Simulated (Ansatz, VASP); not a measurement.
## WS2: VASP beside Ansatz

Aim: how closely do two programs agree when they are given the same cell, functional and k mesh? The structure shown is the end of the VASP relaxation below.

Main program and level: Ansatz 0.2.0; plane waves, with VASP 6.6.1 beside it; single point at PBEsol.

## Step 1: The structure

The cell holds 6 atoms: 4 S and 2 W. Its edges and angles: a = 3.158 Å, b = 3.158 Å, c = 24.294 Å, α = 90.0°, β = 90.0°, γ = 120.0°. It derives from WS2. The (0 0 1) slab of WS2, cut from the database cell (so at first; earlier steps may have moved the atoms). Vacuum lies along c.

Coordinates:

```cif
data_structure
_symmetry_space_group_name_H-M 'P 1'
_symmetry_Int_Tables_number 1
_cell_length_a 3.1580
_cell_length_b 3.1580
_cell_length_c 24.2937
_cell_angle_alpha 90.000
_cell_angle_beta 90.000
_cell_angle_gamma 120.000
_cell_volume 209.82
loop_
_atom_site_label
_atom_site_type_symbol
_atom_site_fract_x
_atom_site_fract_y
_atom_site_fract_z
_atom_site_occupancy
S1 S 0.33333 0.66667 0.30872 1
S2 S 0.33333 0.66667 0.43758 1
S3 S 0.00000 0.00000 0.56290 1
S4 S 0.00000 0.00000 0.69141 1
W5 W 0.66667 0.33333 0.37392 1
W6 W 0.33333 0.66667 0.62719 1
```

## Step 2: VASP: relaxation, PBEsol

This run makes the geometry at which the two programs are then compared.

Lines of VASP's logs that name or quote its potential files are left out, and so is its time.

File INCAR:

```
SYSTEM = WS2
PREC = Normal
ENCUT = 300
EDIFF = 1E-05
NELM = 120
ISMEAR = 0
SIGMA = 0.05
LREAL = .FALSE.
ALGO = Fast
GGA = PS
NBANDS = 24
LORBIT = 11
LWAVE = .FALSE.
LCHARG = .FALSE.
KPAR = 2
IBRION = 2
NSW = 40
ISIF = 2
EDIFFG = -0.03
POTIM = 0.4
MAXMIX = 40
IDIPOL = 3
LDIPOL = .TRUE.
DIPOL = 0.5 0.5 0.5
```

File POSCAR:

```
WS2
1.0
    3.1580007685      0.0000000000      0.0000000000
   -1.5790003843      2.7349088908      0.0000000000
    0.0000000000      0.0000000000     24.2936853070
S W
4 2
Selective dynamics
Direct
    0.3333333300      0.6666666700      0.3087222000  F F F
    0.3333333300      0.6666666700      0.4375768900  F F F
    0.0000000000      0.0000000000      0.5624231100  T T T
    0.0000000000      0.0000000000      0.6912778000  T T T
    0.6666666700      0.3333333300      0.3739233300  F F F
    0.3333333300      0.6666666700      0.6276242400  T T T
```

File KPOINTS:

```
Automatic mesh
0
Gamma
10 10 1
0 0 0
```

The projector-augmented-wave data sets are S and W (PBE family, release 64).

Run with:

```sh
$ mpirun -np 2 vasp_std
```

Numbers of over 12 decimals in the logs are rounded to 6 here.

What it wrote:

```text
[banner, memory and clock lines left out]
running    2 mpi-ranks, on    1 nodes
 distrk:  each k-point on    1 cores,    2 groups
 distr:  one band on    1 cores,    1 groups

 POSCAR found type information on POSCAR S W
 POSCAR found :  2 types and       6 ions
|                                                                             |
|               ----> ADVICE to this user running VASP <----                  |
|                                                                             |
|     You enforced a specific xc type in the INCAR file but a different       |
|     [... a line on the potential file left out ...]
|     I HOPE YOU KNOW WHAT YOU ARE DOING!                                     |
|                                                                             |

 LDA part: xc-table for (Slater+PW92), standard interpolation
 POSCAR, INCAR and KPOINTS ok, starting setup
 FFT: planning ... GRIDC
 FFT: planning ... GRID_SOFT
 FFT: planning ... GRID
 WAVECAR not read
 entering main loop
       N       E                     dE             d eps       ncg     rms          rms(c)
DAV:   1     0.193239647970E+03    0.19324E+03   -0.11002E+04   680   0.789E+02
DAV:   2    -0.334274170627E+02   -0.22667E+03   -0.22119E+03   992   0.213E+02
DAV:   3    -0.527981920860E+02   -0.19371E+02   -0.19233E+02   880   0.705E+01
DAV:   4    -0.532818691831E+02   -0.48368E+00   -0.48192E+00   952   0.124E+01
DAV:   5    -0.532971224061E+02   -0.15253E-01   -0.15239E-01   848   0.214E+00    0.435E+01
RMM:   6    -0.508776925548E+02    0.24194E+01   -0.83018E+00   702   0.119E+01    0.178E+01
RMM:   7    -0.505494443878E+02    0.32825E+00   -0.20139E+00   673   0.725E+00    0.855E+00
RMM:   8    -0.505947747531E+02   -0.45330E-01   -0.81361E-01   700   0.427E+00    0.187E+00
RMM:   9    -0.505729600407E+02    0.21815E-01   -0.13327E-01   679   0.239E+00    0.180E+00
RMM:  10    -0.505735405525E+02   -0.58051E-03   -0.39910E-02   713   0.900E-01    0.140E+00
RMM:  11    -0.505740387427E+02   -0.49819E-03   -0.84840E-03   756   0.434E-01    0.584E-01
RMM:  12    -0.505742264888E+02   -0.18775E-03   -0.24950E-03   804   0.198E-01    0.361E-01
RMM:  13    -0.505740448597E+02    0.18163E-03   -0.11817E-03   694   0.163E-01    0.264E-01
RMM:  14    -0.505740808999E+02   -0.36040E-04   -0.22111E-04   719   0.898E-02    0.102E-01
RMM:  15    -0.505741465964E+02   -0.65697E-04   -0.10277E-04   657   0.441E-02    0.194E-02
RMM:  16    -0.505741805665E+02   -0.33970E-04   -0.23598E-05   459   0.247E-02    0.108E-02
RMM:  17    -0.505742249639E+02   -0.44397E-04   -0.13820E-05   441   0.158E-02    0.298E-02
RMM:  18    -0.505742441926E+02   -0.19229E-04   -0.97765E-06   425   0.136E-02    0.270E-02
RMM:  19    -0.505742610781E+02   -0.16886E-04   -0.81832E-06   431   0.109E-02    0.154E-02
RMM:  20    -0.505742811770E+02   -0.20099E-04   -0.31868E-06   374   0.784E-03    0.193E-03
RMM:  21    -0.505742907981E+02   -0.96211E-05   -0.10823E-06   303   0.540E-03
   1 F= -.50574291E+02 E0= -.50574291E+02  d E =-.505743E+02
[...]
2 F= -.50575581E+02 E0= -.50575581E+02  d E =-.129059E-02
[...]
3 F= -.50580119E+02 E0= -.50580119E+02  d E =-.582870E-02
[...]
4 F= -.50580117E+02 E0= -.50580117E+02  d E =-.582630E-02
[...]
5 F= -.50580271E+02 E0= -.50580271E+02  d E =-.153484E-03
[...]
6 F= -.50580289E+02 E0= -.50580289E+02  d E =-.171462E-03
 curvature:  -0.63 expect dE=-0.251E-04 dE for cont linesearch -0.349E-07
 trial: gam= 0.04911 g(F)=  0.400E-04 g(S)=  0.000E+00 ort = 0.380E-05 (trialstep = 0.969E+00)
 search vector abs. value=  0.410E-04
 bond charge predicted
       N       E                     dE             d eps       ncg     rms          rms(c)
DAV:   1    -0.505803056871E+02   -0.23449E-04   -0.37738E-03   688   0.276E-01    0.454E-02
RMM:   2    -0.505803077288E+02   -0.20417E-05   -0.45570E-05   546   0.387E-02
   7 F= -.50580308E+02 E0= -.50580308E+02  d E =-.191710E-04
 trial-energy change:   -0.000019  1 .order   -0.000019   -0.000039    0.000001
 step:   0.9546(harm=  0.9546)  dis= 0.00117  next Energy=   -50.580308 (dE=-0.192E-04)
 reached required accuracy - stopping structural energy minimisation
```

Parts of OUTCAR (step 2):

```text
ion  position               nearest neighbor table
   1  0.333  0.667  0.309-   5 2.42   5 2.42   5 2.42
   2  0.333  0.667  0.438-   5 2.39   5 2.39   5 2.39
   3  0.000  0.000  0.562-   6 2.42   6 2.42   6 2.42
   4  0.000  0.000  0.691-   6 2.39   6 2.39   6 2.39
   5  0.667  0.333  0.374-   2 2.39   2 2.39   2 2.39   1 2.42   1 2.42   1 2.42
   6  0.333  0.667  0.628-   4 2.39   4 2.39   4 2.39   3 2.42   3 2.42   3 2.42

  LATTYP: Found a hexagonal cell.
 ALAT       =     3.1580007685
 C/A-ratio  =     7.6927420504

 Subroutine GETGRP returns: Found  6 space group operations
 (whereof  6 operations were pure point group operations)

The static configuration has the point symmetry C_3v.

 Found     14 irreducible k-points:

   k-points           NKPTS =     14   k-points in BZ     NKDIM =     14   number of bands    NBANDS=     24

   dimension x,y,z NGX =    14 NGY =   14 NGZ =  108
   dimension x,y,z NGXF=    28 NGYF=   28 NGZF=  216

   ENCUT  =  300.0 eV  22.05 Ry    4.70 a.u.   4.46  4.46 34.31*2*pi/ulx,y,z

   NELECT =      36.0000    total number of electrons

 k-points in reciprocal lattice and weights: Automatic mesh
   0.00000000  0.00000000  0.00000000       0.010
   0.10000000  0.00000000  0.00000000       0.060
   0.20000000  0.00000000  0.00000000       0.060
   0.30000000  0.00000000  0.00000000       0.060
   0.40000000 -0.00000000  0.00000000       0.060
   0.50000000  0.00000000  0.00000000       0.030
   0.10000000  0.10000000  0.00000000       0.060
   0.20000000  0.10000000  0.00000000       0.120
   0.30000000  0.10000000  0.00000000       0.120
[...]
0.40000000  0.20000000  0.00000000       0.060
   0.30000000  0.30000000  0.00000000       0.060

 dipolmoment           0.000000      0.000000     -0.001901 electrons x Angstroem

 average (electrostatic) potential at core
       1 -91.3450       2 -91.3825       3 -91.4270       4 -91.4105       5 -45.2494
       6 -45.2954

 E-fermi :   0.7248

 k-point     1 :       0.0000    0.0000    0.0000
  band No.  band energies     occupation
    ...
     14      -1.5817      2.00000
     15      -1.5157      2.00000
     16      -1.5157      2.00000
     17      -0.2626      2.00000
     18       0.4859      2.00000
     19       2.9597      0.00000
     20       2.9597      0.00000
     21       3.0125      0.00000
     22       3.0125      0.00000
     23       3.1397      0.00000
    ...

 k-point     2 :       0.1000    0.0000    0.0000
  band No.  band energies     occupation
    ...
     14      -1.7729      2.00000
     15      -1.4726      2.00000
     16      -1.1187      2.00000
     17      -0.3033      2.00000
     18       0.2614      2.00000
     19       2.7362      0.00000
     20       2.8133      0.00000
     21       2.8631      0.00000
     22       2.9731      0.00000
     23       3.0206      0.00000
    ...

 k-point     3 :       0.2000    0.0000    0.0000
  band No.  band energies     occupation
    ...
     14      -2.1495      2.00000
     15      -1.6328      2.00000
     16      -1.2191      2.00000
     17      -0.6161      2.00000
     18      -0.4152      2.00000
     19       2.2133      0.00000
     20       2.5841      0.00000
     21       2.6806      0.00000
     22       2.7954      0.00000
     23       2.9624      0.00000
    ...

  Total       -1.3455198     -1.3455198     -0.4359455      0.0000000      0.0000000      0.0000000
  in kB      -10.2742982    -10.2742982     -3.3288507      0.0000000      0.0000000      0.0000000
  external PRESSURE =      -7.9591490 kB  Pullay stress =       0.0000000 kB

  energy-cutoff  :      300.00
  volume of cell :      209.82
      direct lattice vectors                 reciprocal lattice vectors
     3.158000768  0.000000000  0.000000000     0.316656034  0.182821447  0.000000000
    -1.579000384  2.734908891  0.000000000     0.000000000  0.365642893  0.000000000
     0.000000000  0.000000000 24.293685307     0.000000000  0.000000000  0.041162960

 POSITION                                       TOTAL-FORCE (eV/Angst)
 -----------------------------------------------------------------------------------
     -0.00000      1.82327      7.50000        -0.000000     -0.000000      0.380298
     -0.00000      1.82327     10.63036         0.000000     -0.000000      0.214967
     -0.00000      0.00000     13.67496         0.000000     -0.000000      0.019198
     -0.00000      0.00000     16.79684        -0.000000     -0.000000      0.025671
      1.57900      0.91164      9.08398        -0.000000      0.000000     -0.632956
     -0.00000      1.82327     15.23686        -0.000000      0.000000     -0.007178
 -----------------------------------------------------------------------------------
    total drift:                                0.000019     -0.000005     -0.004597

  FREE ENERGIE OF THE ION-ELECTRON SYSTEM (eV)
  ---------------------------------------------------
  free  energy   TOTEN  =       -50.5803077288 eV

  energy  without entropy=      -50.5803077288  energy(sigma->0) =      -50.58030773

 reached required accuracy - stopping structural energy minimisation

 vacuum level on the upper side and lower side of the slab         5.693         5.748

 total charge
# of ion       s       p       d       tot
------------------------------------------
    1        1.354   2.342   0.000   3.696
    2        1.353   2.357   0.000   3.709
    3        1.355   2.348   0.000   3.702
    4        1.353   2.353   0.000   3.706
    5        0.566   0.722   4.365   5.652
    6        0.568   0.724   4.371   5.663
--------------------------------------------------
tot          6.547  10.846   8.736  26.129

[... 3 further parts left out ...]
```

This run has no spin polarisation, so a moment on W, if there is one, isn't seen. The gap is read on the k-mesh alone, so it is an upper bound where the band edges lie off the mesh. LASPH is off, so gradient terms of the non-spherical density inside the spheres are left out; for open d or f shells this can shift gaps and moments. The PAW data sets were made with PBE, which is usual practice but a small mismatch for other functionals. The data set W keeps the semicore shell frozen, which is cheaper and a little less accurate. The run keeps the 6 symmetry operations of its start, so it cannot find a distortion of lower symmetry.

(Part 1 of 2 ends here.)

[Lines on the potential files, build, host, timing and source positions are cut from VASP's logs without a mark.]

[Logs are printed without paths, hosts, clocks, repeated set-up lines and the standing remarks that a program may print on its own settings, such as how far it seeks lower states.]

[Hosts, paths, dates, database ids (printed as entryN), source tags and the programs' standing remarks are cut or masked in the printed files.]
